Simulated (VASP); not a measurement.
The system is Ta.

```xyz
1
Lattice="-1.6513 1.6513 1.6513 1.6513 -1.6513 1.6513 1.6513 1.6513 -1.6513" Properties=species:S:1:pos:R:3 pbc="T T T"
Ta    0.0000    0.0000    0.0000
```

```yaml
Program: VASP 6.6.1
Task: relaxation of cell and atoms
Functional: PBEsol
Potentials_or_basis: VASP PAW PBE potentials, release 64 (Ta_pv)
Cutoff: 600 eV
k_mesh: 16 × 16 × 16
Occupations: methfessel-paxton, width 0.1 eV
Spin: no spin polarisation
```

At the start: pressure -3.5 GPa; volume 18.01 Å³/atom.

**Question.** Where does the relaxation end?

**Answer.** Over 3 steps the energy falls by 3.5 meV/atom and the volume is 17.70 Å³/atom (-1.7 %); space group Im-3m (No. 229, to 0.05 Å).

Step by step:
```
step  energy change (eV)  largest force (eV/Å)  pressure (GPa)  volume (Å³)
   1              0.0000                0.0000           -3.50        18.01
   2              0.0146                0.0000            8.67        17.00
   3             -0.0035                0.0000           -0.04        17.70
```

Final structure:
```yaml
crystal:
  lattice:
    - [-1.64169, 1.64169, 1.64169]
    - [1.64169, -1.64169, 1.64169]
    - [1.64169, 1.64169, -1.64169]
  atoms:
    - { symbol: Ta, position: [0.00000, 0.00000, 0.00000] }
```

Caveat: the PAW data sets were made with another functional, which shifts forces and pressure a little.
